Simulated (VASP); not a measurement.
An input for Ansatz (written as the equivalent of a VASP run, and not itself run):

Ansatz 0.2 input:
```yaml
crystal:
  lattice:
    - [0.0000000, 2.0553000, 2.0553000]
    - [2.0553000, 0.0000000, 2.0553000]
    - [2.0553000, 2.0553000, 0.0000000]
  atoms:
    - { symbol: Li, position: [0.0000000, 0.0000000, 0.0000000] }
    - { symbol: F, position: [0.5000000, 0.5000000, 0.5000000] }
kpoints:
  mp_grid: { grid: [10, 10, 10] }
hamiltonian:
  xc: pbe
  pseudopotentials: { kind: paw }
scf:
  occupations: { method: gaussian, width: 0.05 }
  max_iter: 100
output: { forces: true, stress: true, eigenvalues: true }
```

### Question
Write the VASP files for the same calculation (PBE).

### Answer
This is not unique; one that fits is 
### POSCAR
```
LiF
1
    0.0000000000     2.0553000000     2.0553000000
    2.0553000000     0.0000000000     2.0553000000
    2.0553000000     2.0553000000     0.0000000000
Li F
1 1
Direct
  0.0000000000   0.0000000000   0.0000000000
  0.5000000000   0.5000000000   0.5000000000
```

INCAR:
```
SYSTEM = LiF
PREC = Accurate; ENCUT = 520; LREAL = F
LASPH = T
EDIFF = 1E-6; NELM = 100; ALGO = Normal
ISMEAR = 0; SIGMA = 0.05
GGA = PE
ISIF = 2
LWAVE = F; LCHARG = F
```

**KPOINTS**
```
kpoints
0
gamma
  10 10 10
```

POTCAR, in this order: Li_sv F (PBE.64 set). Program: vasp_std.

Limits of the translation: each code has its own PAW files, so the cut-off isn't converted (ENCUT is set for VASP's; basis.ecutwfc is left out, and Ansatz then takes the one that its files recommend); Ansatz stops its SCF on the density residual and VASP on the energy change (EDIFF).

The compound is LiF in the rock salt structure. The cell was not relaxed at this level.
